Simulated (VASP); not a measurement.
Shape and ions are relaxed at each volume.

Given:

```cif
data_Tm2
_chemical_formula_sum 'Tm2'
_space_group_name_H-M_alt 'P 1'
_space_group_IT_number 1
_cell_length_a 3.53733
_cell_length_b 3.53733
_cell_length_c 5.49918
_cell_angle_alpha 90.000
_cell_angle_beta 90.000
_cell_angle_gamma 120.000
loop_
_space_group_symop_operation_xyz
  'x, y, z'
loop_
_atom_site_label
_atom_site_type_symbol
_atom_site_fract_x
_atom_site_fract_y
_atom_site_fract_z
_atom_site_occupancy
Tm1 Tm 0.33333 0.66667 0.25000 1
Tm2 Tm 0.66667 0.33333 0.75000 1
```

These are PBE GGA with D4 dispersion, VASP's PBE PAW potentials (set 64) (plane waves; VASP) values and carry that method's errors. Numerical set-up: 520 eV cut-off, 12×12×7 Γ-centred mesh, first-order Methfessel-Paxton smearing of 0.10 eV, potentials Tm_3.

The 4f electrons are frozen in the core of the lanthanide potential, so 4f levels, which can set the real gap, and their magnetism are missing.

Q: Give the energy at these volumes per atom, relative to the lowest: 27.87, 28.76, 29.65, 30.53, 31.42 Å³.

A: 19.7, 5.4, 0.0, 2.5, 12.0 meV/atom. A third-order Birch-Murnaghan fit gives B0 = 46.7 GPa and B0′ = 2.8.

Measured: bulk modulus 44.5 GPa (computed value off by +4.9 %), as given by Wikipedia, Thulium (infobox). The calculation is for a static lattice, while the measured bulk modulus holds thermal and zero-point effects, which are part of the difference.

The compound is Tm in the hcp structure. It was relaxed first.
